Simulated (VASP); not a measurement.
Runs of VASP 6.6.1 on PtSe2. The cell holds a slab with vacuum, 3 atoms: a = 3.724 Å, b = 3.724 Å, c = 20.531 Å, α = 90.00°, β = 90.00°, γ = 120.00°. 

```tsv
task	level	potentials or basis	spin	cell	cutoff (eV)	dipole correction	gap on the mesh (eV)	largest force (eV/Å)
relaxation of cell and atoms	PBE+D3(BJ)	VASP PAW PBE potentials, release 64 (Se, Pt)	off	relaxed	600	-	1.35	-
band structure	PBE+D3(BJ)	VASP PAW PBE potentials, release 64 (Se, Pt)	SOC, no magnetisation	P-3m1, 81.39 Å³/atom	520	yes	-	0.03
band structure	PBE+D3(BJ)	VASP PAW PBE potentials, release 64 (Se, Pt)	off	P-3m1, 81.39 Å³/atom	520	yes	1.35	-
relaxation of cell and atoms	r2SCAN+rVV10	VASP PAW PBE potentials, release 64 (Se, Pt)	off	relaxed	600	-	(a)	-
band structure	LDA	VASP PAW LDA potentials, release 64 (Se, Pt)	off	P-3m1, 81.39 Å³/atom	520	yes	1.28	0.59
```

Alike in all rows: k mesh 9 × 9 × 1; smearing gaussian 0.03 eV.

Fill in the values left out.

(a) 1.56.

Caveats: spin-orbit coupling is left out, which moves the levels of the heavy elements (some runs); the relaxation stopped at its first step, so nothing moved (some runs); the PAW data sets were made with another functional, which shifts forces and pressure a little (some runs).

A k mesh can miss the band edges, and rows without SOC leave out spin-orbit coupling on Pt, Se.
